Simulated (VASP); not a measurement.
A convergence study with VASP on Pd (fcc): one setting is varied, all else stays as given below, so the limit is that of these other settings. The cell's lengths are 1 % over those of the tabulated start, so it is off equilibrium.

```
Pd
1.0
    0.00000     1.96445     1.96445
    1.96445     0.00000     1.96445
    1.96445     1.96445     0.00000
Pd
1
Direct
  0.00000   0.00000   0.00000
```

Level of theory: PBE GGA, VASP's PBE PAW potentials (set 64) (plane waves; VASP). The tightest run used: 1000 eV cut-off, 18×18×18 Γ-centred mesh, first-order Methfessel-Paxton smearing of 0.10 eV, potentials Pd.

```json
[
 {"setting": "ENCUT = 150", "E (eV/atom)": "-3.9589", "pressure (GPa)": "-353.16", "plane waves": "70"},
 {"setting": "ENCUT = 200", "E (eV/atom)": "-5.0652", "pressure (GPa)": "-57.97", "plane waves": "113"},
 {"setting": "ENCUT = 250", "E (eV/atom)": "-5.2164", "pressure (GPa)": "-2.27", "plane waves": "144"},
 {"setting": "ENCUT = 300", "E (eV/atom)": "-5.2239", "pressure (GPa)": "1.27", "plane waves": "190"},
 {"setting": "ENCUT = 350", "E (eV/atom)": "-5.2190", "pressure (GPa)": "0.42", "plane waves": "238"}
]
```

Problem. These are the cheaper rows. Estimate the results at ENCUT = 1000, and how far the last row shown lies from them.

Solution. 
```csv
quantity,tightest run,last row shown is off by
E (eV/atom),-5.2186,-0.0003
pressure (GPa),1.42,-0.99
```

Left out are rungs that failed or repeat a setting and relaxations that didn't move; long series are thinned to 24 rows.

The compound is Pd in the fcc structure. The cell was not relaxed at this level.
